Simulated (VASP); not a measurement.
Tc (hcp) relaxed at rising pressure, in one space group throughout; other phases were not tried. The pressures are those reached. Computed with PBEsol GGA, VASP's PBE PAW potentials (set 64) (plane waves; VASP).

```tsv
P (GPa)	V (Å³/atom)	k-mesh
0.00	13.965	15×15×9
4.85	13.766	15×15×9
9.84	13.576	15×15×9
20.02	13.239	16×16×9
29.93	12.938	16×16×9
```

A change of mesh leaves a small step in the series.

Fit an equation of state and predict the volume at 45.05 GPa.

Least squares on the third-order Birch-Murnaghan form, P = (3B0/2)(y⁷ − y⁵)[1 + (3/4)(B′ − 4)(y² − 1)] with y = (V0/V)^(1/3), gives V0 = 13.963 Å³/atom, B0 = 332 GPa and B′ = 4.4, and so 12.545 Å³/atom. The run gave 12.537 Å³/atom, -0.1 % from the fit.

Pressures at which the relaxation failed are left out.

The compound is Tc in the hcp structure.
